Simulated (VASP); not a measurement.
Level of theory: PBE GGA, VASP's PBE PAW potentials (set 64) (plane waves; VASP).

VASP input:

KPOINTS:
```
kpoints
0
G
  1 1 1
0 0 0
```

File POSCAR:
```
Ga37N36
1
    4.8683178924    -8.4321738171     0.0000000000
    4.8683178924     8.4321738171     0.0000000000
    0.0000000000     0.0000000000    10.5562839808
Ga N
37 36
Direct
  0.2222220000   0.1111110000   0.2500000000
  0.1111110000   0.2222220000   0.0000000000
  0.2252070000   0.1151630000   0.7480360000
  0.1075820000   0.2211740000   0.4992540000
  0.2222220000   0.4444440000   0.2500000000
  0.1111110000   0.5555560000   0.0000000000
  0.2260990000   0.4435850000   0.7485860000
  0.1111110000   0.5555560000   0.5000000000
  0.2222220000   0.7777780000   0.2500000000
  0.1111110000   0.8888890000   0.0000000000
  0.2222220000   0.7777780000   0.7500000000
  0.1111110000   0.8888890000   0.5000000000
  0.5555560000   0.1111110000   0.2500000000
  0.4444440000   0.2222220000   0.0000000000
  0.5555560000   0.1111110000   0.7500000000
  0.4461440000   0.2185300000   0.4976840000
  0.5555560000   0.4444440000   0.2500000000
  0.4444440000   0.5555560000   0.0000000000
  0.5498240000   0.4400290000   0.7534860000
  0.4397140000   0.5552520000   0.4992920000
  0.5555560000   0.7777780000   0.2500000000
  0.4444440000   0.8888890000   0.0000000000
  0.5555560000   0.7777780000   0.7500000000
  0.4444440000   0.8888890000   0.5000000000
  0.8888890000   0.1111110000   0.2500000000
  0.7777780000   0.2222220000   0.0000000000
  0.8888890000   0.1111110000   0.7500000000
  0.7777780000   0.2222220000   0.5000000000
  0.8888890000   0.4444440000   0.2500000000
  0.7777780000   0.5555560000   0.0000000000
  0.8888890000   0.4444440000   0.7500000000
  0.7777780000   0.5555560000   0.5000000000
  0.8888890000   0.7777780000   0.2500000000
  0.7777780000   0.8888890000   0.0000000000
  0.8888890000   0.7777780000   0.7500000000
  0.7777780000   0.8888890000   0.5000000000
  0.3350940000   0.3360530000   0.5994280000
  0.2201580000   0.1095420000   0.4359970000
  0.1111110000   0.2222220000   0.1885000000
  0.2222220000   0.1111110000   0.9385000000
  0.1104420000   0.2161160000   0.6865010000
  0.2230530000   0.4445900000   0.4340300000
  0.1111110000   0.5555560000   0.1885000000
  0.2222220000   0.4444440000   0.9385000000
  0.1111110000   0.5555560000   0.6885000000
  0.2222220000   0.7777780000   0.4385000000
  0.1111110000   0.8888890000   0.1885000000
  0.2222220000   0.7777780000   0.9385000000
  0.1111110000   0.8888890000   0.6885000000
  0.5555560000   0.1111110000   0.4385000000
  0.4444440000   0.2222220000   0.1885000000
  0.5555560000   0.1111110000   0.9385000000
  0.4437440000   0.2167000000   0.6892040000
  0.5519610000   0.4441200000   0.4357410000
  0.4444440000   0.5555560000   0.1885000000
  0.5555560000   0.4444440000   0.9385000000
  0.4470490000   0.5578830000   0.6904340000
  0.5555560000   0.7777780000   0.4385000000
  0.4444440000   0.8888890000   0.1885000000
  0.5555560000   0.7777780000   0.9385000000
  0.4444440000   0.8888890000   0.6885000000
  0.8888890000   0.1111110000   0.4385000000
  0.7777780000   0.2222220000   0.1885000000
  0.8888890000   0.1111110000   0.9385000000
  0.7777780000   0.2222220000   0.6885000000
  0.8888890000   0.4444440000   0.4385000000
  0.7777780000   0.5555560000   0.1885000000
  0.8888890000   0.4444440000   0.9385000000
  0.7777780000   0.5555560000   0.6885000000
  0.8888890000   0.7777780000   0.4385000000
  0.7777780000   0.8888890000   0.1885000000
  0.8888890000   0.7777780000   0.9385000000
  0.7777780000   0.8888890000   0.6885000000
```

### INCAR
```
# general
SYSTEM   =  Ga37N36
PREC     =  Normal
ENCUT    =  400
LREAL    =  Auto
LASPH    =  T
ISYM     =  0
NELECT   =  294.0

# electronic loop
EDIFF    =  1E-5
NELM     =  100
NELMIN   =  4
ALGO     =  Fast
LMAXMIX  =  4

# smearing
ISMEAR   =  0
SIGMA    =  0.05

# functional
GGA      =  PE

# ions
IBRION   =  2
NSW      =  60
ISIF     =  2
EDIFFG   =  -0.03

# output
LWAVE    =  F
LCHARG   =  F
```

POTCAR, in this order: Ga N (PBE.64 set). Program: vasp_gam.

What VASP printed:

File OSZICAR:
```
...
RMM:   4    -0.413776173284E+03    0.10770E-02   -0.74737E-03   375   0.180E-01    0.885E-02
RMM:   5    -0.413776217099E+03   -0.43815E-04   -0.20215E-03   402   0.868E-02    0.353E-02
RMM:   6    -0.413776240607E+03   -0.23508E-04   -0.41175E-04   407   0.380E-02    0.200E-02
RMM:   7    -0.413776243446E+03   -0.28399E-05   -0.64702E-05   320   0.167E-02
  49 F= -.41377624E+03 E0= -.41377624E+03  d E =-.954056E-01
       N       E                     dE             d eps       ncg     rms          rms(c)
DAV:   1    -0.413804938527E+03   -0.28698E-01   -0.26663E+00   400   0.414E+00    0.297E-01
RMM:   2    -0.413808987879E+03   -0.40494E-02   -0.48359E-02   368   0.467E-01    0.126E-01
RMM:   3    -0.413809474801E+03   -0.48692E-03   -0.80680E-03   404   0.174E-01    0.883E-02
RMM:   4    -0.413809321704E+03    0.15310E-03   -0.11636E-03   375   0.738E-02    0.256E-02
RMM:   5    -0.413809339720E+03   -0.18016E-04   -0.29702E-04   424   0.332E-02    0.130E-02
RMM:   6    -0.413809341504E+03   -0.17835E-05   -0.40912E-05   280   0.135E-02
  50 F= -.41380934E+03 E0= -.41380934E+03  d E =-.330981E-01
       N       E                     dE             d eps       ncg     rms          rms(c)
DAV:   1    -0.413821058645E+03   -0.11719E-01   -0.83689E+00   384   0.734E+00    0.532E-01
RMM:   2    -0.413833706741E+03   -0.12648E-01   -0.15111E-01   368   0.828E-01    0.223E-01
RMM:   3    -0.413835197749E+03   -0.14910E-02   -0.24813E-02   403   0.308E-01    0.157E-01
RMM:   4    -0.413834734800E+03    0.46295E-03   -0.35396E-03   375   0.129E-01    0.472E-02
RMM:   5    -0.413834789301E+03   -0.54501E-04   -0.91799E-04   421   0.588E-02    0.229E-02
RMM:   6    -0.413834796268E+03   -0.69676E-05   -0.13162E-04   375   0.238E-02    0.117E-02
RMM:   7    -0.413834797844E+03   -0.15753E-05   -0.23040E-05   234   0.107E-02
  51 F= -.41383480E+03 E0= -.41383480E+03  d E =-.585544E-01
       N       E                     dE             d eps       ncg     rms          rms(c)
DAV:   1    -0.413852287901E+03   -0.17492E-01   -0.23020E+00   384   0.386E+00    0.270E-01
RMM:   2    -0.413855351134E+03   -0.30632E-02   -0.39952E-02   368   0.432E-01    0.117E-01
RMM:   3    -0.413855775645E+03   -0.42451E-03   -0.71034E-03   405   0.164E-01    0.855E-02
RMM:   4    -0.413855647250E+03    0.12839E-03   -0.98358E-04   374   0.686E-02    0.280E-02
RMM:   5    -0.413855655432E+03   -0.81819E-05   -0.24538E-04   405   0.317E-02    0.137E-02
RMM:   6    -0.413855657507E+03   -0.20747E-05   -0.57295E-05   311   0.145E-02
  52 F= -.41385566E+03 E0= -.41385566E+03  d E =-.208597E-01
       N       E                     dE             d eps       ncg     rms          rms(c)
DAV:   1    -0.413859626204E+03   -0.39708E-02   -0.43852E+00   368   0.531E+00    0.371E-01
RMM:   2    -0.413865434705E+03   -0.58085E-02   -0.75562E-02   368   0.593E-01    0.160E-01
RMM:   3    -0.413866248025E+03   -0.81332E-03   -0.13470E-02   405   0.226E-01    0.117E-01
RMM:   4    -0.413866009876E+03    0.23815E-03   -0.18342E-03   374   0.938E-02    0.389E-02
RMM:   5    -0.413866025632E+03   -0.15755E-04   -0.46671E-04   410   0.436E-02    0.188E-02
RMM:   6    -0.413866029874E+03   -0.42424E-05   -0.10715E-04   360   0.198E-02    0.105E-02
RMM:   7    -0.413866029960E+03   -0.86246E-07   -0.18473E-05   225   0.947E-03
  53 F= -.41386603E+03 E0= -.41386603E+03  d E =-.312321E-01
       N       E                     dE             d eps       ncg     rms          rms(c)
DAV:   1    -0.413875719184E+03   -0.96893E-02   -0.18300E+00   384   0.341E+00    0.253E-01
RMM:   2    -0.413878044308E+03   -0.23251E-02   -0.30640E-02   368   0.387E-01    0.114E-01
RMM:   3    -0.413878379900E+03   -0.33559E-03   -0.55410E-03   408   0.146E-01    0.750E-02
RMM:   4    -0.413878291879E+03    0.88020E-04   -0.69398E-04   375   0.581E-02    0.252E-02
RMM:   5    -0.413878300046E+03   -0.81667E-05   -0.19657E-04   403   0.278E-02    0.105E-02
RMM:   6    -0.413878301364E+03   -0.13183E-05   -0.35508E-05   263   0.122E-02
  54 F= -.41387830E+03 E0= -.41387830E+03  d E =-.122714E-01
       N       E                     dE             d eps       ncg     rms          rms(c)
DAV:   1    -0.413879667178E+03   -0.13671E-02   -0.50189E-01   400   0.179E+00    0.132E-01
RMM:   2    -0.413880307718E+03   -0.64054E-03   -0.83830E-03   368   0.202E-01    0.595E-02
RMM:   3    -0.413880404282E+03   -0.96564E-04   -0.15459E-03   410   0.768E-02    0.393E-02
RMM:   4    -0.413880381019E+03    0.23263E-04   -0.19075E-04   375   0.304E-02    0.132E-02
RMM:   5    -0.413880383040E+03   -0.20215E-05   -0.51304E-05   289   0.145E-02
  55 F= -.41388038E+03 E0= -.41388038E+03  d E =-.143531E-01
       N       E                     dE             d eps       ncg     rms          rms(c)
DAV:   1    -0.413886004525E+03   -0.56235E-02   -0.11581E+00   368   0.272E+00    0.211E-01
RMM:   2    -0.413887662543E+03   -0.16580E-02   -0.20837E-02   368   0.315E-01    0.893E-02
RMM:   3    -0.413887904674E+03   -0.24213E-03   -0.37297E-03   408   0.118E-01    0.607E-02
RMM:   4    -0.413887844630E+03    0.60045E-04   -0.46784E-04   376   0.476E-02    0.203E-02
RMM:   5    -0.413887848039E+03   -0.34096E-05   -0.11940E-04   392   0.222E-02    0.895E-03
RMM:   6    -0.413887848507E+03   -0.46710E-06   -0.24960E-05   237   0.102E-02
  56 F= -.41388785E+03 E0= -.41388785E+03  d E =-.746547E-02
       N       E                     dE             d eps       ncg     rms          rms(c)
DAV:   1    -0.413888500366E+03   -0.65233E-03   -0.80507E-01   384   0.227E+00    0.176E-01
RMM:   2    -0.413889651137E+03   -0.11508E-02   -0.14426E-02   368   0.262E-01    0.747E-02
RMM:   3    -0.413889820935E+03   -0.16980E-03   -0.25971E-03   408   0.988E-02    0.505E-02
RMM:   4    -0.413889780516E+03    0.40419E-04   -0.32377E-04   376   0.396E-02    0.170E-02
RMM:   5    -0.413889782914E+03   -0.23985E-05   -0.82404E-05   356   0.186E-02
  57 F= -.41388978E+03 E0= -.41388978E+03  d E =-.939987E-02
       N       E                     dE             d eps       ncg     rms          rms(c)
DAV:   1    -0.413891400740E+03   -0.16202E-02   -0.18067E+00   368   0.342E+00    0.243E-01
RMM:   2    -0.413893669804E+03   -0.22691E-02   -0.30326E-02   368   0.376E-01    0.992E-02
RMM:   3    -0.413894037530E+03   -0.36773E-03   -0.56356E-03   406   0.145E-01    0.734E-02
RMM:   4    -0.413893948263E+03    0.89266E-04   -0.71548E-04   376   0.585E-02    0.261E-02
RMM:   5    -0.413893951378E+03   -0.31145E-05   -0.19506E-04   397   0.284E-02    0.109E-02
RMM:   6    -0.413893952663E+03   -0.12857E-05   -0.42392E-05   278   0.129E-02
  58 F= -.41389395E+03 E0= -.41389395E+03  d E =-.416975E-02
       N       E                     dE             d eps       ncg     rms          rms(c)
DAV:   1    -0.413893938650E+03    0.12728E-04   -0.75646E-02   432   0.699E-01    0.499E-02
RMM:   2    -0.413894036115E+03   -0.97466E-04   -0.12715E-03   368   0.770E-02    0.204E-02
RMM:   3    -0.413894053416E+03   -0.17301E-04   -0.24906E-04   392   0.301E-02    0.152E-02
RMM:   4    -0.413894049953E+03    0.34636E-05   -0.28862E-05   245   0.118E-02
  59 F= -.41389405E+03 E0= -.41389405E+03  d E =-.426704E-02
       N       E                     dE             d eps       ncg     rms          rms(c)
DAV:   1    -0.413895254670E+03   -0.12013E-02   -0.63398E-01   368   0.202E+00    0.157E-01
RMM:   2    -0.413896181906E+03   -0.92724E-03   -0.11665E-02   368   0.234E-01    0.661E-02
RMM:   3    -0.413896312971E+03   -0.13106E-03   -0.20798E-03   410   0.879E-02    0.463E-02
RMM:   4    -0.413896274072E+03    0.38898E-04   -0.27372E-04   373   0.365E-02    0.157E-02
RMM:   5    -0.413896274920E+03   -0.84800E-06   -0.66048E-05   328   0.169E-02
  60 F= -.41389627E+03 E0= -.41389627E+03  d E =-.222497E-02
```

**OUTCAR**
```
------------------------ aborting loop because EDIFF is reached ----------------------------------------
  FORCE on cell =-STRESS in cart. coord.  units (eV):
  Direction    XX          YY          ZZ          XY          YZ          ZX
  --------------------------------------------------------------------------------------
  Total       53.5848676     57.4236760     48.3434199      3.9698065     -0.3229038      1.4175315
  in kB       99.0588323    106.1553859     89.3693116      7.3387210     -0.5969310      2.6204975
  external PRESSURE =      98.1945099 kB  Pullay stress =       0.0000000 kB
  volume of cell :      866.68
      direct lattice vectors                 reciprocal lattice vectors
     4.868317892 -8.432173817  0.000000000     0.102704879 -0.059296690  0.000000000
     4.868317892  8.432173817  0.000000000     0.102704879  0.059296690  0.000000000
     0.000000000  0.000000000 10.556283981     0.000000000  0.000000000  0.094730305
  FREE ENERGIE OF THE ION-ELECTRON SYSTEM (eV)
  ---------------------------------------------------
  free  energy   TOTEN  =      -413.8962749203 eV

  energy  without entropy=     -413.8962749203  energy(sigma->0) =     -413.89627492
```
(Selected blocks of OUTCAR.)

File CONTCAR:
```
Ga37N36
   1.00000000000000
     4.8683178924000003   -8.4321738171000007    0.0000000000000000
     4.8683178924000003    8.4321738171000007    0.0000000000000000
     0.0000000000000000    0.0000000000000000   10.5562839808000000
  Ga              N
    37    36
Direct
     0.2189374853949375    0.1074535801629991    0.2427733272508074
     0.1117384240212498    0.2226765382139277    0.9957457575442126
     0.2085857645062599    0.0899854917097291    0.7523600253311279
     0.1286644697201637    0.2307892522891941    0.5011512720203869
     0.2191797238304320    0.4445532415050018    0.2433909743880200
     0.1127565724674792    0.5585806347008548    0.9989550704839513
     0.2102404197378760    0.4518908920097826    0.7521873056060865
     0.1096095062880352    0.5568128467796739    0.4996045364997058
     0.2250245331436569    0.7790071542041156    0.2505509834210060
     0.1125591766513230    0.8871594440086720    0.9989702966704673
     0.2233063525984720    0.7781818387258900    0.7455965764878374
     0.1095951723753594    0.8854247432095310    0.4997705848902769
     0.5595883546393996    0.1096385421608154    0.2467664930953419
     0.4455030055043701    0.2204338355800834    0.0033259143861844
     0.5537656932575802    0.1080937718874274    0.7492943289803338
     0.4363622254864956    0.2042670892150950    0.4811512551773304
     0.5577186298035158    0.4451926725447019    0.2460973452129683
     0.4454194080422787    0.5597155320602631    0.0038747491060386
     0.5711852875473160    0.4545149395843782    0.7836063423284424
     0.4368411001077433    0.5629169931307322    0.4835265214272338
     0.5595467964761923    0.7825583258136752    0.2475972099669884
     0.4458339984443025    0.8899292266118844    0.9966524398430591
     0.5550258733711674    0.7808075056377518    0.7498614023588179
     0.4475362930704160    0.8898693043367248    0.5035257006618710
     0.8935314749358357    0.1133450531758651    0.2522011226961787
     0.7798671577137883    0.2238116024966965    0.0011635722575352
     0.8816971512527785    0.1080245314219655    0.7528219375310466
     0.7819646793850353    0.2223118320352556    0.4996259683400266
     0.8916084374722316    0.4453027330070355    0.2534830698523068
     0.7904746645998979    0.5621167181375988    0.0094590778833358
     0.8827915693665735    0.4427968339033916    0.7511666635686775
     0.7716494752941152    0.5520987735863004    0.5014719174122733
     0.8914852847569487    0.7789231281960560    0.2537528840519721
     0.7801964106758151    0.8899798533437866    0.0018854930293077
     0.8823653620336910    0.7739673209134468    0.7513763997060778
     0.7819019098851849    0.8924032515208330    0.4996371579139938
     0.3792748813624926    0.3533351726863908    0.6384349816129700
     0.2117886025321031    0.0975973674084003    0.4254331978794740
     0.1121565412607942    0.2227176611334614    0.1825275677808462
     0.2241454286594256    0.1103215847078045    0.9389108831582642
     0.1029073902776556    0.2181692309934007    0.6971807520935580
     0.2126383604834990    0.4473589346132273    0.4262597675111771
     0.1108369816579970    0.5587453610432598    0.1854581413453791
     0.2244979036276523    0.4472511451516027    0.9388151772440135
     0.0980580842312159    0.5554896188906180    0.6872084883298909
     0.2251287010070428    0.7789630502111905    0.4387465018395733
     0.1105617409384854    0.8847231421335302    0.1853500801134320
     0.2243404668899609    0.7787841598539633    0.9342347291597223
     0.0969624744876948    0.8744844117743619    0.6873060421951752
     0.5630735684915699    0.1076249176788084    0.4317888500017237
     0.4450328753006733    0.2198334796360492    0.1903312521090587
     0.5582882555729241    0.1139358849376263    0.9382755519111986
     0.4056887075779393    0.1451166289573107    0.6616113770111374
     0.5560177171737821    0.4436306189594116    0.4324480874328234
     0.4450992558764562    0.5581266012442001    0.1907321694736082
     0.5664951121355241    0.4509078553039587    0.9667480708445314
     0.4099630870073501    0.5928747443981643    0.6644329400645858
     0.5626530170749086    0.7867158607792227    0.4326036142982141
     0.4452250376797336    0.8888657771575169    0.1842143887450433
     0.5588988396339629    0.7790792868652221    0.9388657591573764
     0.4470100067154612    0.8902810158314308    0.6909159994969383
     0.8987277094410683    0.1158159475078879    0.4405005022468488
     0.7822834263093511    0.2244620968431813    0.1883811456053491
     0.8876589645624329    0.1106635521761557    0.9399025394275951
     0.7756352816936806    0.2221975144934109    0.6882984270532356
     0.8868798946710826    0.4450285453387872    0.4404421427598527
     0.7836449673003418    0.5582572386273588    0.1940786623943448
     0.8906943625710596    0.4451185826028353    0.9389352209559779
     0.7738898466098038    0.5540931822068308    0.6919485117062317
     0.8867734156226972    0.7744603067190335    0.4405976312121583
     0.7822826123725853    0.8908303051969164    0.1889894517336201
     0.8905404810140547    0.7791841919400009    0.9390857206300319
     0.7762611563176065    0.8881589961763250    0.6882969960837459
```

stdout:
```
...
RMM:   3    -0.413887904674E+03   -0.24213E-03   -0.37297E-03   408   0.118E-01    0.607E-02
RMM:   4    -0.413887844630E+03    0.60045E-04   -0.46784E-04   376   0.476E-02    0.203E-02
RMM:   5    -0.413887848039E+03   -0.34096E-05   -0.11940E-04   392   0.222E-02    0.895E-03
RMM:   6    -0.413887848507E+03   -0.46710E-06   -0.24960E-05   237   0.102E-02
  56 F= -.41388785E+03 E0= -.41388785E+03  d E =-.746547E-02
 trial-energy change:   -0.007465  1 .order   -0.007475   -0.010276   -0.004674
 bond charge predicted
       N       E                     dE             d eps       ncg     rms          rms(c)
DAV:   1    -0.413888500366E+03   -0.65233E-03   -0.80507E-01   384   0.227E+00    0.176E-01
RMM:   2    -0.413889651137E+03   -0.11508E-02   -0.14426E-02   368   0.262E-01    0.747E-02
RMM:   3    -0.413889820935E+03   -0.16980E-03   -0.25971E-03   408   0.988E-02    0.505E-02
RMM:   4    -0.413889780516E+03    0.40419E-04   -0.32377E-04   376   0.396E-02    0.170E-02
RMM:   5    -0.413889782914E+03   -0.23985E-05   -0.82404E-05   356   0.186E-02
  57 F= -.41388978E+03 E0= -.41388978E+03  d E =-.939987E-02
 bond charge predicted
       N       E                     dE             d eps       ncg     rms          rms(c)
DAV:   1    -0.413891400740E+03   -0.16202E-02   -0.18067E+00   368   0.342E+00    0.243E-01
RMM:   2    -0.413893669804E+03   -0.22691E-02   -0.30326E-02   368   0.376E-01    0.992E-02
RMM:   3    -0.413894037530E+03   -0.36773E-03   -0.56356E-03   406   0.145E-01    0.734E-02
RMM:   4    -0.413893948263E+03    0.89266E-04   -0.71548E-04   376   0.585E-02    0.261E-02
RMM:   5    -0.413893951378E+03   -0.31145E-05   -0.19506E-04   397   0.284E-02    0.109E-02
RMM:   6    -0.413893952663E+03   -0.12857E-05   -0.42392E-05   278   0.129E-02
  58 F= -.41389395E+03 E0= -.41389395E+03  d E =-.416975E-02
 trial-energy change:   -0.004170  1 .order   -0.004257   -0.007367   -0.001146
 bond charge predicted
       N       E                     dE             d eps       ncg     rms          rms(c)
DAV:   1    -0.413893938650E+03    0.12728E-04   -0.75646E-02   432   0.699E-01    0.499E-02
RMM:   2    -0.413894036115E+03   -0.97466E-04   -0.12715E-03   368   0.770E-02    0.204E-02
RMM:   3    -0.413894053416E+03   -0.17301E-04   -0.24906E-04   392   0.301E-02    0.152E-02
RMM:   4    -0.413894049953E+03    0.34636E-05   -0.28862E-05   245   0.118E-02
  59 F= -.41389405E+03 E0= -.41389405E+03  d E =-.426704E-02
 bond charge predicted
       N       E                     dE             d eps       ncg     rms          rms(c)
DAV:   1    -0.413895254670E+03   -0.12013E-02   -0.63398E-01   368   0.202E+00    0.157E-01
RMM:   2    -0.413896181906E+03   -0.92724E-03   -0.11665E-02   368   0.234E-01    0.661E-02
RMM:   3    -0.413896312971E+03   -0.13106E-03   -0.20798E-03   410   0.879E-02    0.463E-02
RMM:   4    -0.413896274072E+03    0.38898E-04   -0.27372E-04   373   0.365E-02    0.157E-02
RMM:   5    -0.413896274920E+03   -0.84800E-06   -0.66048E-05   328   0.169E-02
  60 F= -.41389627E+03 E0= -.41389627E+03  d E =-.222497E-02
 trial-energy change:   -0.002225  1 .order   -0.002262   -0.004187   -0.000337
```

The run did not converge; its last values are not results.

The run did not end as a converged relaxation. At this cut-off the stress carries a Pulay error, which pulls relaxed volumes low. The cell is charged, with a uniform compensating background. The supercell is sampled at Γ alone, which is coarse: total energies, pressure and levels can be off, energies of defects by several tenths of an eV.

The cell is a supercell with a defect, built from GaN (wurtzite): Ga_i, charge -3. The run is not spin-polarised, so no state with unpaired spins was tried.
